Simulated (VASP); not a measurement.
Output of a VASP run:

### OSZICAR
```
       N       E                     dE             d eps       ncg     rms          rms(c)
DAV:   1     0.483326333339E+02    0.48333E+02   -0.62663E+03  2352   0.779E+02
DAV:   2    -0.199227986757E+02   -0.68255E+02   -0.66221E+02  3178   0.153E+02
DAV:   3    -0.231202666449E+02   -0.31975E+01   -0.31764E+01  3140   0.367E+01
DAV:   4    -0.231638081603E+02   -0.43542E-01   -0.43497E-01  3010   0.482E+00
DAV:   5    -0.231647341017E+02   -0.92594E-03   -0.92568E-03  3188   0.646E-01    0.103E+01
DAV:   6    -0.230188846893E+02    0.14585E+00   -0.80463E-02  2808   0.169E+00    0.604E+00
DAV:   7    -0.229555348190E+02    0.63350E-01   -0.13516E-01  2922   0.223E+00    0.263E-01
DAV:   8    -0.229551653387E+02    0.36948E-03   -0.11393E-02  2724   0.734E-01    0.157E-01
DAV:   9    -0.229552177542E+02   -0.52416E-04   -0.36418E-04  3196   0.136E-01    0.687E-02
DAV:  10    -0.229552139046E+02    0.38496E-05   -0.82633E-05  2808   0.537E-02    0.194E-02
DAV:  11    -0.229552160727E+02   -0.21681E-05   -0.75241E-06  3092   0.218E-02    0.145E-02
DAV:  12    -0.229552161336E+02   -0.60955E-07   -0.36997E-07  1620   0.440E-03
   1 F= -.22955216E+02 E0= -.22954950E+02  d E =-.532891E-03
```

### OUTCAR
```
------------------------ aborting loop because EDIFF is reached ----------------------------------------
  FORCE on cell =-STRESS in cart. coord.  units (eV):
  Direction    XX          YY          ZZ          XY          YZ          ZX
  --------------------------------------------------------------------------------------
  Total       -0.6355663     -0.3052974     -0.3728038      0.0000000      0.0000000      0.0000000
  in kB      -12.4475685     -5.9792519     -7.3013638      0.0000000      0.0000000      0.0000000
  external PRESSURE =      -8.5760614 kB  Pullay stress =       0.0000000 kB
  volume of cell :       81.81
      direct lattice vectors                 reciprocal lattice vectors
     1.647580000 -5.464493000  0.000000000     0.303475400 -0.091499797  0.000000000
     1.647580000  5.464493000  0.000000000     0.303475400  0.091499797  0.000000000
     0.000000000  0.000000000  4.543186000     0.000000000  0.000000000  0.220109852
 POSITION                                       TOTAL-FORCE (eV/Angst)
 -----------------------------------------------------------------------------------
      1.64758      1.04765      4.13966         0.000000      0.114649      0.269868
      1.64758     -1.04765      0.40353         0.000000     -0.114649     -0.269868
      1.64758      4.41684      1.86807         0.000000     -0.114649      0.269868
      1.64758     -4.41684      2.67512         0.000000      0.114649     -0.269868
 -----------------------------------------------------------------------------------
    total drift:                                0.000000     -0.000000     -0.000000
  FREE ENERGIE OF THE ION-ELECTRON SYSTEM (eV)
  ---------------------------------------------------
  free  energy   TOTEN  =       -22.9552161336 eV

  energy  without entropy=      -22.9546832425  energy(sigma->0) =      -22.95494969
```
(Selected blocks of OUTCAR.)

POSCAR:
```
P
1
    1.6475800000    -5.4644930000     0.0000000000
    1.6475800000     5.4644930000     0.0000000000
    0.0000000000     0.0000000000     4.5431860000
P
4
Direct
  0.4041400000   0.5958600000   0.9111800000
  0.5958600000   0.4041400000   0.0888200000
  0.0958600000   0.9041400000   0.4111800000
  0.9041400000   0.0958600000   0.5888200000
```

### Question
Reconstruct the remaining input files.

### Answer
Several could match; the one computed here: the input of the run itself, PBEsol GGA, plane waves, VASP's PBE PAW potentials (set 64).

**INCAR**
```
ALGO=Normal   ! blocked Davidson
NELM=100
ISIF=2   ! forces and stress, cell fixed
LREAL=.FALSE.
LWAVE=.FALSE.
EDIFF=1E-6   ! SCF stop (eV)
PREC=Accurate
LCHARG=.FALSE.
ENCUT=300   ! plane-wave cut-off (eV)
SIGMA=0.136
SYSTEM=P
GGA=PS
LASPH=.TRUE.   ! aspherical one-centre terms
ISMEAR=0   ! Gaussian
```

KPOINTS:
```
K-points
0
G
8 8 6
0 0 0
```

POTCAR, in this order: P (PBE.64 set). Program: vasp_std.

The structure comes from a computed database's P entry; how it stands against other phases isn't given here. The cell was not relaxed at this level. The run is one of a series of settings (GGA = PS against the base run), some of them coarse on purpose.
